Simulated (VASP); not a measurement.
Data:

```xyz
6
Lattice="0.0000 3.7750 3.7750 3.7750 0.0000 3.7750 3.7750 3.7750 0.0000" Properties=species:S:1:pos:R:3 pbc="T T T"
Mo     4.7188     4.7188     4.7188
Mo     4.7188     2.8312     2.8312
Mo     2.8312     2.8312     4.7188
Mo     2.8312     4.7188     2.8312
Hf     0.0000     0.0000     0.0000
Hf     1.8875     1.8875     1.8875
```

The numbers are results of PBEsol GGA, VASP's PBE PAW potentials (set 64) (plane waves; VASP 6.6.1), not measurements. Numerical set-up: 300 eV cut-off, 7×7×7 Γ-centred mesh, Gaussian smearing of 0.050 eV, potentials Mo_sv Hf_pv.

At this cut-off the stress carries a Pulay error, which pulls relaxed volumes low. Energy and stress use the plane-wave basis of the starting cell.

The ions, cell shape and volume are relaxed. Predict the relaxed structure.

```xyz
6
Lattice="0.0000 3.7451 3.7451 3.7451 0.0000 3.7451 3.7451 3.7451 0.0000" Properties=species:S:1:pos:R:3 pbc="T T T"
Mo     4.6814     4.6814     4.6814
Mo     4.6814     2.8088     2.8088
Mo     2.8088     2.8088     4.6814
Mo     2.8088     4.6814     2.8088
Hf     0.0000     3.7451     3.7451
Hf     1.8726     1.8726     1.8726
```
Space group Fd-3m (227), at a tolerance of 0.03 Å.

How do energy and volume change from the first to the last step?

The energy (σ→0) changes by -6.4 meV/atom and the volume by -2.4 %, in 4 ionic steps.

The structure comes from a measured HfMo2 entry of the Crystallography Open Database, whose conditions weren't checked. This run relaxes it. Symmetry was kept, so distortions that lower it aren't found. The run is one of a series of settings (EDIFFG = -0.01, IBRION = 2, ISIF = 3, NSW = 50 against the base run), some of them coarse on purpose.
